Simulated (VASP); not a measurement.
# Convergence of energy and pressure with the k mesh for metallic MgAu, local-density approximation in VASP

The energy and pressure of the intermetallic compound MgAu are calculated on a series of k meshes, from 2×2×2 to 13×13×13, at fixed cell and fixed atomic positions. The two atoms of the cell are displaced from their symmetric sites, so forces remain on them at every mesh. The functional is the local-density approximation (`GGA = CA`), used with PAW data sets made for PBE. Each error is the value on a given mesh minus that on the 13×13×13 mesh, so it measures sampling alone and not the distance from experiment. The question is how dense a mesh is needed and what it costs. It matters for alloys because competing phases often differ by only some tens of meV per atom or less, and because an error in pressure becomes an error in the relaxed volume.

## Computational details

Single-point runs at fixed cell and atoms; within a crystal every other setting is the same. Program: VASP 6.6.1, plane waves and PAW (data sets made for PBE of release 64), scalar-relativistic without spin-orbit coupling, no spin polarisation. Cutoff 400 eV; on the k meshes the divisions times the cell-vector length are 6 Å or more. Occupations: Fermi-Dirac smearing of 0.05 eV. The coarsest mesh (6 Å) is coarse for metals and narrow gaps. Times are rough, from shared x86 server processors.

Notes on method and selection:

- The reference is the densest mesh run, which need not be fully converged.
- Without a gap the mesh has to resolve the Fermi surface, so errors need not fall smoothly.
- The space group named is that of the cell as run, which can be lower than that of the source structure.
- Runs that did not converge, have known faults or may not be shown are not listed, and runs on Ansatz's PAW sets soft_1 and soft_2 are kept to separate tables.

Columns:

- k-mesh length (Å): k-mesh length, the least over the axes of divisions times cell-vector length.
- k points: irreducible k points.
- energy error (meV/atom): energy per atom, extrapolated to zero smearing as the program prints it, minus that of the run on the densest mesh of the same crystal.
- pressure error (GPa): pressure minus that of the run on the densest mesh of the same crystal, compression positive.
- force error (meV/Å): largest difference of the force on an atom against the run on the densest mesh of the same crystal.
- cost (core-s): processor time of the run, shared machines, rough.

Input lines of one member:

```
PREC = Accurate
ENCUT = 400
EDIFF = 1E-06
NELM = 100
ISMEAR = -1
SIGMA = 0.05
LREAL = .FALSE.
ALGO = Normal
GGA = CA
NBANDS = 12
LASPH = .TRUE.
LORBIT = 11
ISIF = 2
```

Command (options for logging and memory left out): `vasp_std`

## The series

| member | k-mesh length (Å) | k points | energy error (meV/atom) | pressure error (GPa) | force error (meV/Å) | cost (core-s) | remark |
| --- | --- | --- | --- | --- | --- | --- | --- |
| k 2×2×2 | 6.5 | 8 | 562.17 | 2.507 | 58.84 | 2.7 |  |
| k 3×3×3 | 9.8 | 14 | 160.02 | −0.577 | 17.78 | 3.4 |  |
| k 4×4×4 | 13.0 | 36 | −47.30 | 1.494 | 51.51 | 6.5 |  |
| k 5×5×5 | 16.3 | 63 | 5.38 | 0.658 | 0.29 | 9.1 |  |
| k 6×6×6 | 19.6 | 112 | 17.51 | 0.429 | 3.17 | 14 |  |
| k 8×8×8 | 26.1 | 260 | 3.96 | 0.401 | 4.24 | 30 |  |
| k 10×10×10 | 32.6 | 504 | ? | ? | ? | 56 |  |
| k 13×13×13 | 42.4 | 1099 | 0.00 | 0.000 | 0.00 | 120 | entry of the Crystallography Open Database |

Cells marked ? are withheld until the estimate has been made.

## Reading the trend

The energy error shrinks strongly but not smoothly. It is 562.17 meV/atom on the 2×2×2 mesh, changes sign at 4×4×4 (−47.30), is small at 5×5×5 (5.38), rises again at 6×6×6 (17.51) and is 3.96 at 8×8×8. The small value at 5×5×5 is therefore best read as a partial cancellation, not as convergence.

The reason is the Fermi surface. Neighbouring k points lie $\Delta k = 2\pi/L$ apart, where $L$ is the k-mesh length. For 8×8×8 this gives 2 × 3.1416 / 26.1 = 0.241 Å⁻¹. With a band slope of roughly 5 eV Å, typical of broad metallic bands, the energy changes by about 1 eV from one point to the next, far more than the smearing of 0.05 eV. Whether a point falls just inside or just outside the Fermi surface then changes the band-energy sum, with either sign.

Pressure follows a different course. From 6×6×6 to 8×8×8 the energy error falls by a factor 17.51 / 3.96 = 4.4, while the pressure error only goes from 0.429 to 0.401 GPa. A remaining sampling error in the reference run could contribute to this common positive offset. For a bulk modulus of roughly 100 GPa, 0.4 GPa corresponds to about 0.4 % in volume.

The k-point counts are those left when only $\mathbf{k}$ and $-\mathbf{k}$ are paired, for example (8 × 8 × 8 + 8) / 2 = 260, so on the denser meshes the cost grows nearly as the cube of the divisions. Between 8×8×8 and 13×13×13 each further k point costs (120 − 30) / (1099 − 260) = 0.107 core-s. Even the densest run takes only about two core-minutes, which leaves little reason to economise on the mesh for a cell this small.

## An estimate before looking

Plain estimates from the members shown:

- k 10×10×10, straight-line interpolation between k 8×8×8 and k 13×13×13: w = (32.6 − 26.1) / (42.4 − 26.1) = 0.399, so 3.96 + 0.399 × (0.00 − 3.96) = 2.38 meV/atom

Straight-line interpolation gives 2.38 meV/atom for 10×10×10, but it assumes a slow, one-sided decay. Tried on 8×8×8 from its neighbours 6×6×6 and 13×13×13, it gives 17.51 × (42.4 − 26.1) / (42.4 − 19.6) = 12.5 meV/atom, against 3.96 in the table.

A better route scales the error with the reciprocal-space volume per mesh point, $\Delta E = c/N^3$, where $N$ is the number of divisions along each axis. The products $c = N^3\,\Delta E$ for $N$ = 2, 3, 4, 5, 6 and 8 are 8 × 562.17 / 1000 = 4.50, 27 × 160.02 / 1000 = 4.32, 64 × (−47.30) / 1000 = −3.03, 5 × 5 × 5 × 5.38 / 1000 = 0.67, 6 × 6 × 6 × 17.51 / 1000 = 3.78 and 512 × 3.96 / 1000 = 2.03 eV/atom. Their size shows no steep trend, although the errors themselves span two orders of magnitude.

The two coarsest meshes are set aside as too crude for a metal. The mean of the other four is (−3.03 + 0.67 + 3.78 + 2.03) / 4 = 0.86 eV/atom, with a standard deviation of 2.9 eV/atom. Division by 10 × 10 × 10 = 1000 gives 0.9 ± 2.9 meV/atom. Keeping all six would raise the centre to 2.0, well within the error bar.

Tried on 8×8×8 with only $N$ = 4, 5 and 6, the route gives (−3.03 + 0.67 + 3.78) / 3 / 512 = 0.0009 eV/atom, or 0.9 meV/atom, a miss of 3.0. The sign for 10×10×10 thus remains open.

**Committed estimate, k 10×10×10: energy error = 0.9 ± 2.9 meV/atom.**

## Outcome

| member | k-mesh length (Å) | k points | energy error (meV/atom) | pressure error (GPa) | force error (meV/Å) | cost (core-s) |
| --- | --- | --- | --- | --- | --- | --- |
| k 10×10×10 | 32.6 | 504 | −7.15 | −0.037 | 0.81 | 56 |

| member | estimate | energy error (meV/atom) | computed | estimate − computed | miss in error bars |
| --- | --- | --- | --- | --- | --- |
| k 10×10×10 | committed | 0.90 | −7.15 | +8.05 | 2.8 |
| k 10×10×10 | interpolation | 2.38 | −7.15 | +9.53 |  |

The estimate of 0.9 ± 2.9 meV/atom failed: the computed error is −7.15 meV/atom, 2.8 error bars away. Straight-line interpolation missed by slightly more, 9.53 against 8.05 meV/atom, and both gave the wrong sign.

The argument that the sign was open is borne out, but the assumed decay with $1/N^3$ is not. The product $N^3\,\Delta E$ for the new mesh is 1000 × (−7.15) / 1000 = −7.15 eV/atom, larger in size than for any coarser mesh, so the error bar drawn from that scaling was too narrow. The change of sign fits a Fermi surface sampled with little smearing.

The pressure error of only −0.037 GPa also speaks against the earlier suggestion that the offset of about 0.4 GPa on the 6×6×6 and 8×8×8 meshes came from the reference run. That offset belongs mainly to those two meshes.

## Members off the line

Two meshes depart from a steady decay. The 4×4×4 mesh has an energy error of −47.30 meV/atom between positive errors on both sides, and its force error of 51.51 meV/Å is almost as large as that of 2×2×2. Its Fermi level nevertheless lies very close to that of the densest mesh, so a good Fermi level is no sign of a converged energy. A plausible reason is that so sparse a mesh happens to give too much weight to occupied states of low energy, but the total energies alone do not prove this.

The 10×10×10 mesh is the second case. Its energy error is larger in size than the 3.96 meV/atom of 8×8×8, although its pressure and force errors are smaller. Energy and pressure weight the sampled states differently, so one can be nearly right while the other is not. An error left in the reference energy may add to the −7.15 meV/atom.

The 5×5×5 mesh looks better than it is. Its force error is only 0.29 meV/Å and its energy error 5.38 meV/atom, but the pressure is still off by 0.658 GPa and the Fermi level is clearly too low, which points to cancellation.

## What the accuracy costs

Going from 8×8×8 to 10×10×10 adds 56 − 30 = 26 core-s. It lowers the pressure error from 0.401 GPa to 0.037 GPa in size, but brings no gain in energy. The densest mesh takes 120 core-s, still a small sum for a single run.

The cost follows the number of k points, which is high here because the displaced atoms leave no symmetry beyond the pairing of $\mathbf{k}$ with $-\mathbf{k}$. A cell with full cubic symmetry would need far fewer points for the same mesh.

## Conclusions and limits

From 8×8×8 on, the energy lies within about 7 meV/atom of the densest run, but the sign and size of the error on a further mesh cannot be estimated usefully from its neighbours. The energies on 8×8×8 and 10×10×10 differ by 3.96 + 7.15 = 11.11 meV/atom, or about 1.1 kJ per mole of atoms. Phases that lie closer together than this call for denser meshes, with convergence checked on the energy difference itself. A broader smearing of Methfessel-Paxton type, or the tetrahedron method, usually speeds convergence in metals.

For the pressure, 10×10×10 agrees with the densest run to 0.037 GPa. Thermal expansion, which is left out, acts as an outward pressure of roughly 1 GPa at room temperature. That exceeds every pressure error from 5×5×5 on, though not those of the 2×2×2 and 4×4×4 meshes.

[Logs are printed without paths, hosts, clocks, repeated set-up lines and the standing remarks that a program may print on its own settings, such as how far it seeks lower states.]
